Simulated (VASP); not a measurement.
# Be4Ni (P6/mmm) in VASP: settings compared

One crystal, Be4Ni, is run at these levels: revPBE+D3(BJ)+U, revPBE+U; tasks: relaxation of the atoms, band structure.

All numbers are computed with VASP 6.6.1; they aren't measurements. Logs are shortened: lines on timing, memory, paths and dates and some standing lists are left out, and cuts for length are marked.

## 1. The structure

The structure is hexagonal, space group P6/mmm (No. 191). The conventional cell has a = 3.542 Å, b = 3.542 Å, c = 3.729 Å, α = 90.00°, β = 90.00°, γ = 120.00°. Be (site symmetry mmm) has 4 Be at 1.77 Å and 2 Ni at 1.77 Å as nearest neighbours. Around Be (site symmetry 6/mmm) lie 2 Ni at 1.86 Å. Ni (site symmetry 6/mmm) is surrounded by 8 Be at 1.77 to 1.86 Å.

The cell was built by a generator and needn't be a form met in nature.

## 2. Relaxation of the atoms, revPBE+D3(BJ)+U, collinear spin, zero start

The input, run.py:

```python
from ase.calculators.vasp import Vasp
from ase.io import read

atoms = read('POSCAR')
calc = Vasp(
    directory='calc',
    xc='revpbe',
    pp='PBE',
    setups='minimal',
    prec='Accurate',
    encut=500,
    ediff=1e-06,
    ismear=0,
    sigma=0.05,
    lreal=False,
    lasph=True,
    nelm=100,
    algo='Normal',
    isif=2,
    lwave=False,
    lcharg=False,
    ispin=2,
    lorbit=11,
    lmaxmix=4,
    ldautype=2,
    ldauprint=1,
    ivdw=12,
    ibrion=2,
    nsw=40,
    ediffg=0.001,
    ldau_luj={'Ni': {'L': 2, 'U': 3.5, 'J': 0}},
    kpts=[9, 9, 7],
    gamma=True,
    nelect=18.5,
    magmom=[0.0, 0.0, 0.0, 0.0, 0.0],
)
atoms.calc = calc

print('energy (eV):', atoms.get_potential_energy())
print('free energy (eV):', atoms.get_potential_energy(force_consistent=True))
print('forces (eV/A):')
print(atoms.get_forces())
print('stress (eV/A^3, Voigt):', atoms.get_stress())
print('Fermi level (eV):', calc.get_fermi_level())
print('moment (muB):', atoms.get_magnetic_moment())
print('site moments (muB):', atoms.get_magnetic_moments())
print('cell (A, degrees):', atoms.cell.cellpar())
print('volume (A^3):', atoms.get_volume())
print('scaled positions:')
print(atoms.get_scaled_positions())
```

The input, POSCAR:

```
Be4Ni
1.0
    3.5422415200      0.0000000000      0.0000000000
   -1.7711207600      3.0676711400      0.0000000000
    0.0000000000      0.0000000000      3.7286888500
Be Ni
4 1
Direct
    0.5000000000      0.0000000000      0.5000000000
    0.0000000000      0.5000000000      0.5000000000
    0.5000000000      0.5000000000      0.5000000000
    0.0000000000      0.0000000000      0.0000000000
    0.0000000000      0.0000000000      0.5000000000
```

Potentials or basis: VASP PAW PBE potentials, release 64 (Be, Ni).

Run with:

```sh
$ python run.py
```

Log:

```text
energy (eV): -9.37212714
free energy (eV): -9.37287568
forces (eV/A):
[[-0.  0.  0.]
 [-0.  0.  0.]
 [-0.  0.  0.]
 [-0.  0.  0.]
 [ 0.  0.  0.]]
stress (eV/A^3, Voigt): [-0.8900994  -0.8900994  -0.18870922 -0.          0.          0.        ]
Fermi level (eV): 7.38331484
moment (muB): 6.3e-06
site moments (muB): [ 0.  0.  0.  0. -0.]
cell (A, degrees): [  3.54224152   3.54224152   3.72868885  90.          90.
 120.00000002]
volume (A^3): 40.51754414274116
scaled positions:
[[0.5 0.  0.5]
 [0.  0.5 0.5]
 [0.5 0.5 0.5]
 [0.  0.  0. ]
 [0.  0.  0.5]]
```

OUTCAR:

```text
ENCUT = 500.000000
   NELECT = 18.500000
   EDIFF = 1.00e-06
   EDIFFG = 1.00e-03
   GGA = RE
   PREC = Accurate
   IBRION = 2
   ISIF = 2
   ISMEAR = 0
   ISPIN = 2
   LORBIT = 11
   NELM = 100
   NSW = 40
   IVDW = 12
   LASPH = .TRUE.
   LREAL = .FALSE.
 IVDW          = 12

 ion  position               nearest neighbor table
   1  0.500  0.000  0.500-   2 1.77   3 1.77   3 1.77   2 1.77   5 1.77   5 1.77
   2  0.000  0.500  0.500-   1 1.77   5 1.77   5 1.77   1 1.77   3 1.77   3 1.77
   3  0.500  0.500  0.500-   1 1.77   5 1.77   1 1.77   5 1.77   2 1.77   2 1.77
   4  0.000  0.000  0.000-   5 1.86   5 1.86
   5  0.000  0.000  0.500-   2 1.77   3 1.77   2 1.77   3 1.77   1 1.77   1 1.77   4 1.86   4 1.86

  LATTYP: Found a hexagonal cell.
 ALAT       =     3.5422415200
 C/A-ratio  =     1.0526354087

  Lattice vectors:

 A1 = (   3.5422415200,   0.0000000000,   0.0000000000)
 A2 = (  -1.7711207600,   3.0676711400,   0.0000000000)
 A3 = (   0.0000000000,   0.0000000000,   3.7286888500)

Analysis of symmetry for initial positions (statically):
=====================================================================
 Subroutine PRICEL returns:
 Original cell was already a primitive cell.

 Routine SETGRP: Setting up the symmetry group for a
 hexagonal supercell.

 Subroutine GETGRP returns: Found 24 space group operations
 (whereof 24 operations were pure point group operations)
 out of a pool of 24 trial point group operations.

The static configuration has the point symmetry D_6h.

Analysis of symmetry for dynamics (positions and initial velocities):
=====================================================================
 Subroutine PRICEL returns:
 Original cell was already a primitive cell.

 Routine SETGRP: Setting up the symmetry group for a
 hexagonal supercell.

 Subroutine GETGRP returns: Found 24 space group operations
 (whereof 24 operations were pure point group operations)
 out of a pool of 24 trial point group operations.

The dynamic configuration has the point symmetry D_6h.

Analysis of structural, dynamic, and magnetic symmetry:
=====================================================================
 Subroutine PRICEL returns:
 Original cell was already a primitive cell.

 Routine SETGRP: Setting up the symmetry group for a
 hexagonal supercell.

 Subroutine GETGRP returns: Found 24 space group operations
 (whereof 24 operations were pure point group operations)
 out of a pool of 24 trial point group operations.

The overall configuration has the point symmetry D_6h.

 Subroutine INISYM returns: Found 24 space group operations
 (whereof 24 operations are pure point group operations),
 and found     1 'primitive' translations

----------------------------------------------------------------------------------------

                                     Primitive cell

[... 165 lines left out ...]
  o =  0.8772  v =  0.0000 -0.0000 -0.0000 -1.0000  0.0000  0.0000  0.0000  0.0000  0.0000  0.0000      0.0000  0.0000  0.0000  0.0000  0.0000  0.0000  0.0000  0.0000  0.0000  0.0000
  o =  0.8772  v =  0.0000  0.0000  0.0000  0.0000  0.0000  0.0000  1.0000 -0.0000  0.0000 -0.0000      0.0000  0.0000  0.0000  0.0000  0.0000  0.0000  0.0000  0.0000  0.0000  0.0000
  o =  0.8772  v =  0.0000  0.0000  0.0000  0.0000  0.0000  0.0000  0.0000  0.0000 -1.0000  0.0000      0.0000  0.0000  0.0000  0.0000  0.0000  0.0000  0.0000  0.0000  0.0000  0.0000
  o =  0.9164  v =  0.0000  0.0000  0.0000  0.0000  0.0000  0.0000 -0.0000 -1.0000 -0.0000 -0.0000      0.0000  0.0000  0.0000  0.0000  0.0000  0.0000  0.0000  0.0000  0.0000  0.0000
  o =  0.9164  v =  0.0000  0.0000 -1.0000  0.0000 -0.0000  0.0000  0.0000  0.0000  0.0000  0.0000      0.0000  0.0000  0.0000  0.0000  0.0000  0.0000  0.0000  0.0000  0.0000  0.0000
  o =  0.9172  v =  0.0000  0.0000  0.0000  0.0000  0.0000  0.0000 -0.0000  0.0000 -0.0000 -1.0000      0.0000  0.0000  0.0000  0.0000  0.0000  0.0000  0.0000  0.0000  0.0000  0.0000
  o =  0.9172  v =  0.0000  0.0000  0.0000  0.0000  0.0000  1.0000  0.0000  0.0000  0.0000  0.0000      0.0000  0.0000  0.0000  0.0000  0.0000  0.0000  0.0000  0.0000  0.0000  0.0000
  o =  0.9172  v =  1.0000  0.0000  0.0000  0.0000  0.0000  0.0000  0.0000  0.0000  0.0000  0.0000      0.0000  0.0000  0.0000  0.0000  0.0000  0.0000  0.0000  0.0000  0.0000  0.0000
  o =  0.9172  v =  0.0000 -0.0000  0.0000 -0.0000 -1.0000  0.0000  0.0000  0.0000  0.0000  0.0000      0.0000  0.0000  0.0000  0.0000  0.0000  0.0000  0.0000  0.0000  0.0000  0.0000

 number of electron      18.4999991 magnetization       0.0000063

 Free energy of the ion-electron system (eV)
  ---------------------------------------------------
  ext. energy  EPLUGINS =         0.00000000
  ---------------------------------------------------
  free energy    TOTEN  =        -5.43820219 eV

  energy without entropy =       -5.43670512  energy(sigma->0) =       -5.43745365

 E-fermi :   7.3833     XC(G=0): -11.0959

 val. band max:        7.3821427379   @ k =   0.0000   0.0000   0.4286
 cond. band min:       7.4121917021   @ k =   0.4444   0.1111   0.0000
 fundamental gap:      0.0300489643
 Fermi energy:         7.3833148354

 spin component 1

 k-point     1 :       0.0000    0.0000    0.0000
  band No.  band energies     occupation
      1      -2.8790      1.00000
      2       1.7383      1.00000
      3       1.9376      1.00000
      4       1.9376      1.00000
      5       2.8687      1.00000
      6       2.8687      1.00000
      7       3.7832      1.00000
      8       4.5092      1.00000
      9       6.4736      1.00000
     10       6.4736      1.00000
     11      10.9664      0.00000
     12      15.5255      0.00000
[... 745 lines left out ...]
      2       0.1782      1.00000
      3       0.6056      1.00000
      4       1.8335      1.00000
      5       1.9883      1.00000
      6       1.9883      1.00000
      7       2.9982      1.00000
      8       2.9982      1.00000
      9       7.4799      0.00314
     10       9.4246      0.00000
     11       9.4246      0.00000
     12      12.2446      0.00000
     13      12.2446      0.00000

 [... further k-points ...]

------------------------ aborting loop because EDIFF is reached ----------------------------------------

 Edisp (eV)   -3.93467

 E8    (eV) :    -2.5572

  FORCE on cell =-STRESS in cart. coord.  units (eV):
  Direction    XX          YY          ZZ          XY          YZ          ZX
  --------------------------------------------------------------------------------------
  -------------------------------------------------------------------------------------
  Total      36.06463    36.06463     7.64603     0.00000     0.00000    -0.00000
  in kB    1426.09645  1426.09645   302.34549     0.00000     0.00000    -0.00000
  external pressure =     1051.51 kB  Pullay stress =        0.00 kB

 VOLUME and BASIS-vectors are now :
 -----------------------------------------------------------------------------
  energy-cutoff  :      500.00
  volume of cell :       40.52
      direct lattice vectors                 reciprocal lattice vectors
     3.542241520  0.000000000  0.000000000     0.282307119  0.162990092  0.000000000
    -1.771120760  3.067671140  0.000000000     0.000000000  0.325980183  0.000000000
     0.000000000  0.000000000  3.728688850     0.000000000  0.000000000  0.268190788

 POSITION                                       TOTAL-FORCE (eV/Angst)
 -----------------------------------------------------------------------------------
      1.77112      0.00000      1.86434        -0.000000      0.000000      0.000000
     -0.88556      1.53384      1.86434        -0.000000      0.000000      0.000000
      0.88556      1.53384      1.86434        -0.000000      0.000000      0.000000
      0.00000      0.00000      0.00000        -0.000000      0.000000      0.000000
      0.00000      0.00000      1.86434         0.000000      0.000000      0.000000
 -----------------------------------------------------------------------------------
    total drift:                               -0.000000     -0.000000      0.000000

  FREE ENERGIE OF THE ION-ELECTRON SYSTEM (eV)
  ---------------------------------------------------
  free  energy   TOTEN  =        -9.3728756756 eV

  energy  without entropy=       -9.3713785989  energy(sigma->0) =       -9.37212714

 reached required accuracy - stopping structural energy minimisation

 total charge

# of ion       s       p       d       tot
------------------------------------------
    1        0.682   1.259   0.000   1.941
    2        0.682   1.259   0.000   1.941
    3        0.682   1.259   0.000   1.941
    4        0.505   0.688   0.000   1.193
    5        0.925   1.311   8.960  11.196
--------------------------------------------------
tot          3.475   5.776   8.960  18.211

 magnetization (x)

# of ion       s       p       d       tot
------------------------------------------
    1        0.000   0.000   0.000   0.000
    2        0.000   0.000   0.000   0.000
    3        0.000   0.000   0.000   0.000
    4       -0.000   0.000   0.000   0.000
    5       -0.000   0.000  -0.000  -0.000
--------------------------------------------------
tot         -0.000   0.000  -0.000   0.000
```

INCAR:

```text
ENCUT = 500.000000
NELECT = 18.500000
SIGMA = 0.050000
EDIFF = 1.00e-06
EDIFFG = 1.00e-03
ALGO = Normal
GGA = RE
PREC = Accurate
IBRION = 2
ISIF = 2
ISMEAR = 0
ISPIN = 2
LDAUPRINT = 1
LDAUTYPE = 2
LMAXMIX = 4
LORBIT = 11
NELM = 100
NSW = 40
IVDW = 12
MAGMOM = 5*0.0000
LASPH = .TRUE.
LCHARG = .FALSE.
LWAVE = .FALSE.
LREAL = .FALSE.
LDAU = .TRUE.
LDAUL = -1 2
LDAUU = 0.000 3.500
LDAUJ = 0.000 0.000
```

It took 25 s on 1 thread of Intel Xeon 6975P-C (Granite Rapids), shared host; peak memory 0.2 GiB.

The run converged, but some of its settings lie outside the range that counts as converged (typed here: EDIFFG = 0.001; NELECT = 18.500000), so its numbers aren't taken as properties of the crystal.

What came out:

| Quantity | Value |
| --- | --- |
| Free energy | -9.3729 eV |
| Band gap on the k mesh | none (metal or under the smearing width) |
| Net moment | 0.00 μB per cell |
| Valence electrons inside the program's atomic spheres | Be 1.94, 1.19; Ni 11.20 |
| Dispersion energy per atom | -0.787 eV |

Caveat: the cell is charged against a uniform background, so pressure and absolute levels hang on convention; the relaxation stopped at its first step, so nothing moved; a pressure of tens of GPa on the cell as given is suspect, and the run, the potentials or the cell itself is likely at fault; the PAW data sets were made with another functional, which shifts forces and pressure a little; pairwise dispersion overbinds metals, which lowers pressure and volume; the U is typed as a test and isn't derived for this compound.

## 3. Band structure, revPBE+U, collinear spin, ferromagnetic start (atoms moved at random, drawn with an rms of 0.05 Å)

The input, INCAR:

```
SYSTEM = Be4Ni
PREC = Accurate ; ENCUT = 520
EDIFF = 1E-7 ; ISMEAR = 1
SIGMA = 0.2 ; LREAL = .False.
LASPH = .True. ; NELM = 120
ALGO = Normal ; ISIF = 2
LWAVE = .False. ; LCHARG = .False.
ISPIN = 2 ; MAGMOM = 0 0 0 0 1
LORBIT = 11 ; LMAXMIX = 4
LDAU = .True. ; LDAUTYPE = 2
LDAUL = -1 2 ; LDAUU = 0 1
LDAUJ = 0 0.5 ; LDAUPRINT = 1
GGA = RE
```

The input, KPOINTS:

```
Automatic mesh
0
Gamma
  9 9 7
  0 0 0
```

The input, POSCAR:

```
Be4Ni
1.0
    3.5422415200      0.0000000000      0.0000000000
   -1.7711207600      3.0676711400      0.0000000000
    0.0000000000      0.0000000000      3.7286888500
Be Ni
4 1
Cartesian
    1.7471309293     -0.0058868609      1.8679388811
   -0.9122919056      1.5428637262      1.8771561999
    0.9165656200      1.5202089748      1.8992449526
    0.0071996059     -0.0300417035      0.0291695329
   -0.0273691291      0.0475335643      1.8963291180
```

The input, KPOINTS_OPT:

```
path GMKGALHA,LM,KH
10
line-mode
reciprocal
 0.0000000000  0.0000000000  0.0000000000  G
 0.5000000000  0.0000000000  0.0000000000  M

 0.5000000000  0.0000000000  0.0000000000  M
 0.3333333333  0.3333333333  0.0000000000  K

 0.3333333333  0.3333333333  0.0000000000  K
 0.0000000000  0.0000000000  0.0000000000  G

 0.0000000000  0.0000000000  0.0000000000  G
 0.0000000000  0.0000000000  0.5000000000  A

 0.0000000000  0.0000000000  0.5000000000  A
 0.5000000000  0.0000000000  0.5000000000  L

 0.5000000000  0.0000000000  0.5000000000  L
 0.3333333333  0.3333333333  0.5000000000  H

 0.3333333333  0.3333333333  0.5000000000  H
 0.0000000000  0.0000000000  0.5000000000  A

 0.5000000000  0.0000000000  0.5000000000  L
 0.5000000000  0.0000000000  0.0000000000  M

 0.3333333333  0.3333333333  0.0000000000  K
 0.3333333333  0.3333333333  0.5000000000  H
```

Potentials or basis: VASP PAW PBE potentials, release 64 (Be, Ni).

Run with:

```sh
$ cat potpaw_PBE.64/Be/POTCAR potpaw_PBE.64/Ni/POTCAR > POTCAR
$ mpirun -np 1 vasp_std > vasp.out
```

Run time: 2.8 min. Hardware: 1 thread of Intel Xeon 6975P-C (Granite Rapids), shared host; peak memory 0.53 GiB.

The run converged. Its results:

```
Free energy                                           : -10.4748 eV
Pressure                                              : 107.2 GPa
Largest force                                         : 1.609 eV/Å
Band gap along the path                               : none (metal or under the smearing width)
Net moment                                            : 0.00 μB per cell
Valence electrons inside the program's atomic spheres : Be 1.89, 1.90, 1.14; Ni 10.94
```

Forces in eV/Å, atoms in the order of the input:
```
Be   0.224 -0.857 -0.148
Be   0.468  1.088 -0.062
Be  -0.837  1.365  0.159
Be   0.037 -0.071  0.059
Ni   0.107 -1.524 -0.008
```

Stress tensor (GPa, compression positive):
```
144.67   0.28   0.00
  0.28 143.39  -0.01
  0.00  -0.01  33.43
```

Levels at the corners of the path, in eV from the Fermi level:
Spin up:
| point | band 6 | band 7 | band 8 | band 9 | band 10 | band 11 | band 12 | band 13 |
| --- | --- | --- | --- | --- | --- | --- | --- | --- |
| Γ | -3.75 | -3.17 | -2.42 | -0.61 | -0.60 | 4.23 | 8.44 | 8.64 |
| M | -4.68 | -3.93 | -0.85 | 0.22 | 0.79 | 3.40 | 3.98 | 6.66 |
| M | -4.68 | -3.93 | -0.85 | 0.22 | 0.79 | 3.40 | 3.98 | 6.66 |
| K | -4.38 | -4.04 | -3.98 | 1.14 | 4.00 | 4.05 | 4.23 | 4.33 |
| K | -4.38 | -4.04 | -3.98 | 1.14 | 4.00 | 4.05 | 4.23 | 4.33 |
| Γ | -3.75 | -3.17 | -2.42 | -0.61 | -0.60 | 4.23 | 8.44 | 8.65 |
| Γ | -3.75 | -3.17 | -2.42 | -0.61 | -0.60 | 4.23 | 8.44 | 8.64 |
| A | -4.07 | -4.07 | -2.24 | 0.29 | 0.29 | 6.51 | 6.57 | 8.00 |
| A | -4.07 | -4.07 | -2.24 | 0.29 | 0.29 | 6.51 | 6.57 | 8.00 |
| L | -4.53 | -4.35 | -2.92 | -0.09 | 0.52 | 1.21 | 4.32 | 5.71 |
| L | -4.53 | -4.35 | -2.92 | -0.09 | 0.52 | 1.21 | 4.32 | 5.71 |
| H | -4.53 | -3.16 | -3.12 | -1.73 | 0.40 | 0.49 | 6.42 | 6.56 |
| H | -4.53 | -3.16 | -3.12 | -1.73 | 0.40 | 0.49 | 6.42 | 6.56 |
| A | -4.07 | -4.07 | -2.24 | 0.29 | 0.29 | 6.51 | 6.57 | 8.00 |
| L | -4.53 | -4.35 | -2.92 | -0.09 | 0.52 | 1.21 | 4.32 | 5.71 |
| M | -4.68 | -3.93 | -0.85 | 0.22 | 0.79 | 3.40 | 3.98 | 6.66 |
| K | -4.38 | -4.04 | -3.98 | 1.14 | 4.00 | 4.05 | 4.23 | 4.33 |
| H | -4.53 | -3.16 | -3.12 | -1.73 | 0.40 | 0.49 | 6.42 | 6.56 |
Spin down:
```tsv
point	band 5	band 6	band 7	band 8	band 9	band 10	band 11	band 12	band 13	band 14
Γ	-3.78	-3.75	-3.17	-2.42	-0.61	-0.60	4.23	8.44	8.64	9.02
M	-4.70	-4.68	-3.93	-0.85	0.22	0.79	3.40	3.98	6.66	7.94
M	-4.70	-4.68	-3.93	-0.85	0.22	0.79	3.40	3.98	6.66	7.94
K	-4.41	-4.38	-4.04	-3.98	1.14	4.00	4.05	4.23	4.33	7.37
K	-4.41	-4.38	-4.04	-3.98	1.14	4.00	4.05	4.23	4.33	7.36
Γ	-3.78	-3.75	-3.17	-2.42	-0.61	-0.60	4.23	8.44	8.64	9.04
Γ	-3.78	-3.75	-3.17	-2.42	-0.61	-0.60	4.23	8.44	8.64	9.04
A	-4.56	-4.07	-4.07	-2.24	0.29	0.29	6.51	6.57	8.00	8.02
A	-4.56	-4.07	-4.07	-2.24	0.29	0.29	6.51	6.57	8.00	8.02
L	-4.91	-4.53	-4.35	-2.92	-0.09	0.52	1.21	4.32	5.71	11.23
L	-4.91	-4.53	-4.35	-2.92	-0.09	0.52	1.21	4.32	5.71	11.25
H	-5.30	-4.53	-3.16	-3.12	-1.73	0.40	0.49	6.42	6.56	10.49
H	-5.30	-4.53	-3.16	-3.12	-1.73	0.40	0.49	6.42	6.56	10.50
A	-4.56	-4.07	-4.07	-2.24	0.29	0.29	6.51	6.57	8.00	8.02
L	-4.91	-4.53	-4.35	-2.92	-0.09	0.52	1.21	4.32	5.71	11.25
M	-4.70	-4.68	-3.93	-0.85	0.22	0.79	3.40	3.98	6.66	7.94
K	-4.41	-4.38	-4.04	-3.98	1.14	4.00	4.05	4.23	4.33	7.37
H	-5.30	-4.53	-3.16	-3.12	-1.73	0.40	0.49	6.42	6.56	10.49
```

Eigenvalues of the final occupation matrices:
```csv
site,spin,trace,eigenvalues
site 5 d,1,4.38,0.85 0.85 0.89 0.89 0.91
site 5 d,2,4.38,0.85 0.85 0.89 0.89 0.91
```

Caveat: the cell as given lies far from equilibrium; the potentials were made for another functional, which shifts forces and pressure; the U is typed as a test and isn't derived for this compound.

## 4. For comparison

An earlier run on the cell as given: functional PBE; potentials or basis VASP PAW PBE potentials, release 64 (Be, Ni); cutoff 520 eV; k mesh 9 × 9 × 7; occupations fermi-dirac, width 0.05 eV; collinear spin, ferromagnetic start; starting moments [0.0, 0.0, 0.0, 0.0, 1.0] μB.

* Pressure: 104.7 GPa
* Band gap on the k mesh: none (metal or under the smearing width)
* Net moment: 0.00 μB per cell
* Valence electrons inside the program's atomic spheres: Be 1.89, 1.15; Ni 10.92
